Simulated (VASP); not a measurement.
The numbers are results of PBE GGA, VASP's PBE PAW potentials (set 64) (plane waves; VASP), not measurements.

A VASP calculation is set up with these files.

### INCAR
```
! general
SYSTEM  = HfC
PREC    = Single
ENCUT   = 520
LREAL   = .FALSE.   ! projection in real space or not
LASPH   = .TRUE.   ! aspherical one-centre terms

! electronic loop
EDIFF   = 1E-6   ! SCF stop (eV)
NELM    = 100   ! most electronic steps
ALGO    = Normal   ! blocked Davidson
LMAXMIX = 6   ! l cut-off of mixed one-centre charges

! smearing
ISMEAR  = 1   ! Methfessel-Paxton
SIGMA   = 0.1   ! width (eV)

! functional
GGA     = PE

! ions
ISIF    = 2   ! forces and stress, cell fixed

! output
LWAVE   = .FALSE.
LCHARG  = .FALSE.
```

**KPOINTS**
```
Automatic mesh
0
Gamma
12 12 12
0 0 0
```

POSCAR:
```
HfC
1
    0.0000000000     2.3387410000     2.3560370000
    2.3819600000     0.0000000000     2.3560370000
    2.3819600000     2.3387410000     0.0000000000
Hf C
1 1
Direct
  0.0000000000   0.0000000000   0.0000000000
  0.4909530000   0.5090470000   0.5090470000
```

POTCAR, in this order: Hf_pv C (PBE.64 set). Program: vasp_std.

The resulting files:

File OSZICAR:
```
       N       E                     dE             d eps       ncg     rms          rms(c)
DAV:   1     0.241531391767E+02    0.24153E+02   -0.78324E+03  6168   0.121E+03
DAV:   2    -0.224026647010E+02   -0.46556E+02   -0.44171E+02  8006   0.214E+02
DAV:   3    -0.242202766497E+02   -0.18176E+01   -0.17987E+01  7922   0.327E+01
DAV:   4    -0.242367427931E+02   -0.16466E-01   -0.16450E-01  7545   0.335E+00
DAV:   5    -0.242369614300E+02   -0.21864E-03   -0.21857E-03  8155   0.317E-01    0.529E+01
DAV:   6    -0.210950811977E+02    0.31419E+01   -0.21181E+01  7019   0.232E+01    0.385E+01
DAV:   7    -0.210154091439E+02    0.79672E-01   -0.74478E-01  7326   0.637E+00    0.244E+01
DAV:   8    -0.210090578346E+02    0.63513E-02   -0.87701E-02  7057   0.278E+00    0.645E+00
DAV:   9    -0.210002136293E+02    0.88442E-02   -0.42947E-02  7035   0.122E+00    0.183E+00
DAV:  10    -0.209999866049E+02    0.22702E-03   -0.10040E-03  7430   0.278E-01    0.447E-01
DAV:  11    -0.209999692700E+02    0.17335E-04   -0.29632E-04  7127   0.116E-01    0.515E-02
DAV:  12    -0.209999667657E+02    0.25043E-05   -0.12125E-05  7247   0.296E-02    0.759E-02
DAV:  13    -0.209999659554E+02    0.81026E-06   -0.50581E-07  3896   0.807E-03
   1 F= -.20999966E+02 E0= -.20999927E+02  d E =-.118017E-03
```

OUTCAR:
```
------------------------ aborting loop because EDIFF is reached ----------------------------------------
  FORCE on cell =-STRESS in cart. coord.  units (eV):
  Direction    XX          YY          ZZ          XY          YZ          ZX
  --------------------------------------------------------------------------------------
  Total       -2.0516067     -1.1449069     -1.5490952      0.0000000      0.0000000      0.0000000
  in kB     -125.2206625    -69.8798649    -94.5496642      0.0000000      0.0000000      0.0000000
  external PRESSURE =     -96.5500639 kB  Pullay stress =       0.0000000 kB
  volume of cell :       26.25
      direct lattice vectors                 reciprocal lattice vectors
     0.000000000  2.338741000  2.356037000    -0.209911166  0.213790240  0.212220776
     2.381960000  0.000000000  2.356037000     0.209911166 -0.213790240  0.212220776
     2.381960000  2.338741000  0.000000000     0.209911166  0.213790240 -0.212220776
 POSITION                                       TOTAL-FORCE (eV/Angst)
 -----------------------------------------------------------------------------------
      0.00000      0.00000      0.00000         0.224200      0.000000      0.000000
      2.42506      2.33874      2.35604        -0.224200      0.000000      0.000000
 -----------------------------------------------------------------------------------
    total drift:                               -0.000492     -0.000002     -0.000002
  FREE ENERGIE OF THE ION-ELECTRON SYSTEM (eV)
  ---------------------------------------------------
  free  energy   TOTEN  =       -20.9999659554 eV

  energy  without entropy=      -20.9998479386  energy(sigma->0) =      -20.99992662
```
(Selected blocks of OUTCAR.)

The compound is HfC in the rock salt structure. The cell was not relaxed at this level, atoms are displaced from their ideal sites. The run is one of a series of settings (PREC = Single against the base run), some of them coarse on purpose.
